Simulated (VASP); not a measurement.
Consider the following.

```
CELL_PARAMETERS angstrom
      3.18024     0.00000     0.00000
     -1.59012     2.75417     0.00000
      0.00000     0.00000     5.27591
ATOMIC_POSITIONS crystal
  B  0.33333 0.66667 0.00045
  B  0.66667 0.33333 0.50045
  P  0.33333 0.66667 0.37455
  P  0.66667 0.33333 0.87455
```

These are PBEsol GGA, VASP's PBE PAW potentials (set 64) (plane waves; VASP) values and carry that method's errors. Settings: 520 eV cut-off, 11×11×6 Γ-centred mesh, tetrahedra with Blöchl corrections, potentials B P.

**Question.** Predict the energy per atom (σ→0).

**Answer.** 
- energy per atom (σ→0): -6.828 eV/atom

The absolute energy has meaning only against runs of the same code, potentials and settings.

The structure was generated: BP was put into the wurtzite type (P6_3mc), which need not be its known phase. It was relaxed first, which changed the volume by +8 %.
